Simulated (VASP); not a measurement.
Here is the system:

```xyz
2
Lattice="0.0000 2.4368 2.4368 2.4368 0.0000 2.4368 2.4368 2.4368 0.0000" Properties=species:S:1:pos:R:3 pbc="T T T"
Be     0.0000     0.0000     0.0000
Se     2.4368     2.4368     2.4368
```

All values below come from PBEsol GGA, VASP's PBE PAW potentials (set 64) (plane waves; VASP). Numerical set-up: 400 eV cut-off, 8×8×8 Γ-centred mesh, Gaussian smearing of 0.050 eV, potentials Be Se.

Problem. Estimate the energy per atom (σ→0).

Solution. 
```json
{
 "energy per atom (σ→0)": "-4.245 eV/atom"
}
```

Total energies compare only between runs with the same potentials, cut-off and functional.

The structure was generated: BeSe was put into the rock salt type (Fm-3m), which need not be its known phase. It was relaxed first, which changed the volume by +14 %. The start is the result of an earlier pass.
